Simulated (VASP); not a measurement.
Consider the following.

```
NiSb
1.0
    1.96500    -3.40348     0.00000
    1.96500     3.40348     0.00000
    0.00000     0.00000     5.13000
Ni Sb
2 2
Direct
  0.00000   0.00000   0.50000
  0.00000   0.00000   0.00000
  0.33333   0.66667   0.25000
  0.66667   0.33333   0.75000
```

Level of theory: PBE GGA, VASP's PBE PAW potentials (set 64) (plane waves; VASP). Numerical set-up: 400 eV cut-off, 8×8×6 Γ-centred mesh, first-order Methfessel-Paxton smearing of 0.10 eV, potentials Ni Sb.

Unless said otherwise, spin-orbit coupling is left out, though it shifts the bands of the heavy elements here.

Question: What does the run give for the energy per atom (σ→0), pressure, band gap (on the k-mesh) with the smallest direct gap where there is one?

Answer: 
- band gap (on the k-mesh) = none (metal, semimetal or under 0.01 eV)
- energy per atom (σ→0) = -5.073 eV/atom
- pressure = 3.31 GPa

Total energies compare only between runs with the same potentials, cut-off and functional.

The compound is NiSb in the NiAs type structure. The cell was not relaxed at this level. The run is not spin-polarised, so no magnetic state was tried.
